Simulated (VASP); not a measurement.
Output of a VASP run:

### OSZICAR
```
       N       E                     dE             d eps       ncg     rms          rms(c)
DAV:   1     0.648310119189E+03    0.64831E+03   -0.26492E+04  1594   0.261E+03
DAV:   2     0.542530654886E+02   -0.59406E+03   -0.57227E+03  1692   0.685E+02
DAV:   3    -0.386710085236E+02   -0.92924E+02   -0.92025E+02  1712   0.225E+02
DAV:   4    -0.432959509390E+02   -0.46249E+01   -0.46038E+01  1762   0.560E+01
DAV:   5    -0.434441972254E+02   -0.14825E+00   -0.14818E+00  1853   0.101E+01    0.156E+01
DAV:   6    -0.372379542212E+02    0.62062E+01   -0.25368E+01  2349   0.720E+01    0.569E+00
DAV:   7    -0.373407729471E+02   -0.10282E+00   -0.20433E+00  1628   0.856E+00    0.324E+00
DAV:   8    -0.373242321342E+02    0.16541E-01   -0.31087E-01  2186   0.514E+00    0.785E-01
DAV:   9    -0.373091222303E+02    0.15110E-01   -0.87177E-02  2348   0.383E+00    0.146E-01
DAV:  10    -0.373098906330E+02   -0.76840E-03   -0.58001E-03  2105   0.726E-01    0.444E-02
DAV:  11    -0.373099637722E+02   -0.73139E-04   -0.30523E-04  2379   0.186E-01    0.204E-02
DAV:  12    -0.373099673072E+02   -0.35350E-05   -0.20305E-05  1725   0.358E-02    0.142E-02
DAV:  13    -0.373099634833E+02    0.38239E-05   -0.14965E-05  1887   0.481E-02    0.234E-03
DAV:  14    -0.373099637714E+02   -0.28808E-06   -0.11714E-06  1111   0.918E-03
   1 F= -.37309964E+02 E0= -.37309964E+02  d E =-.373100E+02
       N       E                     dE             d eps       ncg     rms          rms(c)
DAV:   1    -0.373122991413E+02   -0.23357E-02   -0.70774E-02  2056   0.332E+00    0.306E-01
DAV:   2    -0.373106684542E+02    0.16307E-02   -0.54013E-03  2071   0.794E-01    0.127E-01
DAV:   3    -0.373102336308E+02    0.43482E-03   -0.83237E-04  2094   0.564E-01    0.416E-02
DAV:   4    -0.373101827263E+02    0.50904E-04   -0.17347E-04  2298   0.211E-01    0.864E-03
DAV:   5    -0.373101796620E+02    0.30643E-05   -0.42816E-05  1951   0.709E-02    0.477E-03
DAV:   6    -0.373101787958E+02    0.86618E-06   -0.16084E-06  1116   0.142E-02
   2 F= -.37310179E+02 E0= -.37310179E+02  d E =-.215024E-03
       N       E                     dE             d eps       ncg     rms          rms(c)
DAV:   1    -0.373101793870E+02    0.27501E-06   -0.15403E-05  1950   0.399E-02    0.496E-03
DAV:   2    -0.373101789571E+02    0.42987E-06   -0.13433E-06   912   0.990E-03
   3 F= -.37310179E+02 E0= -.37310179E+02  d E =-.215186E-03
       N       E                     dE             d eps       ncg     rms          rms(c)
DAV:   1    -0.373106644386E+02   -0.48505E-03   -0.22151E-02  1934   0.156E+00    0.144E-01
DAV:   2    -0.373103590656E+02    0.30537E-03   -0.12298E-03  2045   0.371E-01    0.741E-02
DAV:   3    -0.373102210494E+02    0.13802E-03   -0.27917E-04  2052   0.258E-01    0.182E-02
DAV:   4    -0.373102190503E+02    0.19990E-05   -0.55977E-05  2062   0.658E-02    0.591E-03
DAV:   5    -0.373102195733E+02   -0.52296E-06   -0.35527E-06  1527   0.199E-02
   4 F= -.37310220E+02 E0= -.37310220E+02  d E =-.406162E-04
```

### OUTCAR
```
------------------------ aborting loop because EDIFF is reached ----------------------------------------
  FORCE on cell =-STRESS in cart. coord.  units (eV):
  Direction    XX          YY          ZZ          XY          YZ          ZX
  --------------------------------------------------------------------------------------
  Total        0.0316857      0.0316857      0.0689351      0.0000000      0.0000000      0.0000000
  in kB        0.6708764      0.6708764      1.4595494      0.0000000      0.0000000      0.0000000
  external PRESSURE =       0.9337674 kB  Pullay stress =       0.0000000 kB
  volume of cell :       75.67
      direct lattice vectors                 reciprocal lattice vectors
     4.831675168  0.000000000  0.000000000     0.206967556  0.000000000  0.000000000
    -0.000000000  4.831675168  0.000000000    -0.000000000  0.206967556  0.000000000
     0.000000000  0.000000000  3.241428494     0.000000000  0.000000000  0.308505957
 POSITION                                       TOTAL-FORCE (eV/Angst)
 -----------------------------------------------------------------------------------
      0.00000      0.00000      0.00000         0.000000     -0.000000     -0.000000
      2.41584      2.41584      1.62071         0.000000     -0.000000     -0.000000
      1.48129      1.48129      0.00000        -0.003997     -0.003997     -0.000000
      3.89712      0.93455      1.62071        -0.003997      0.003997      0.000000
      0.93455      3.89712      1.62071         0.003997     -0.003997     -0.000000
      3.35039      3.35039      0.00000         0.003997      0.003997      0.000000
 -----------------------------------------------------------------------------------
    total drift:                                0.000000      0.000000      0.000000
  FREE ENERGIE OF THE ION-ELECTRON SYSTEM (eV)
  ---------------------------------------------------
  free  energy   TOTEN  =       -37.3102195733 eV

  energy  without entropy=      -37.3102195733  energy(sigma->0) =      -37.31021957

 reached required accuracy - stopping structural energy minimisation
```
(Selected blocks of OUTCAR.)

### POSCAR
```
SnO2
1
    4.8247068966     0.0000000000     0.0000000000
   -0.0000000000     4.8247068966     0.0000000000
    0.0000000000     0.0000000000     3.2468023361
Sn O
2 4
Direct
  0.0000000000   0.0000000000   0.0000000000
  0.5000000000   0.5000000000   0.5000000000
  0.3065419243   0.3065419243   1.0000000000
  0.8065419243   0.1934580757   0.5000000000
  0.1934580757   0.8065419243   0.5000000000
  0.6934580757   0.6934580757   0.0000000000
```

Q: Reconstruct the remaining input files.

A: This is not unique; one that fits is the input of the run itself, PBE GGA, plane waves, VASP's PBE PAW potentials (set 64).

File KPOINTS:
```
Automatic
0
G
  4 4 6
0 0 0
```

**INCAR**
```
ALGO = Normal
EDIFF = 1E-6
EDIFFG = -0.02
ENCUT = 530
GGA = PE
IBRION = 2
ISIF = 3
ISMEAR = 0
LASPH = .True.
LCHARG = .False.
LMAXMIX = 4
LREAL = .False.
LWAVE = .False.
NELM = 100
NSW = 60
PREC = Accurate
SIGMA = 0.05
SYSTEM = SnO2
```

POTCAR, in this order: Sn_d O (PBE.64 set). Program: vasp_std.

The compound is SnO2 in the rutile structure. This run relaxes it. Symmetry was kept, so distortions that lower it aren't found. The start is the result of an earlier pass.
